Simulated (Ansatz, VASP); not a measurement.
# AlInSb2 in VASP and in Ansatz

```xyz
4
Lattice="4.6332 0.0000 0.0000 0.0000 4.6332 0.0000 0.0000 0.0000 6.0055" Properties=species:S:1:pos:R:3 pbc="T T T"
Al    0.0000    0.0000    0.0000
In    2.3166    2.3166    3.0028
Sb    0.0000    2.3166    1.4015
Sb    2.3166    0.0000    4.6041
```

Alike in both runs: task single point; functional LDA; k mesh 8 × 8 × 6; occupations gaussian, width 0.03 eV; no spin polarisation.

|  | VASP | Ansatz |
| --- | --- | --- |
| version | VASP 6.6.1 | Ansatz 0.2.0 |
| potentials or method | VASP PAW LDA potentials, release 64 (Al, In_d, Sb) | scalar-relativistic, plane waves, PAW |
| plane-wave cutoff (eV) | 520 | 420 |
| valence electrons in the cell | 26 | 46 |

Ansatz gave:

```
gap on the k mesh at the Fermi level (eV)       : 0.22
least direct gap on the mesh (eV)               : 0.22
pressure (GPa)                                  : -2.2
largest component of the traceless stress (GPa) : 1.71
rms of the force components (eV/Å)              : 0.010
```

Question: Estimate VASP's values.

Answer: gap on the k mesh at the Fermi level (eV): 0.27; least direct gap on the mesh (eV): 0.27; pressure (GPa): -2.0; largest component of the traceless stress (GPa): 1.69; rms of the force components (eV/Å): 0.004.

Atom by atom the forces differ by 0.006 eV/Å (rms over components). The two sets of potentials don't hold the same shells in valence.

Caveats: spin-orbit coupling is left out, which moves the levels of the heavy elements. A k mesh can miss the band edges.
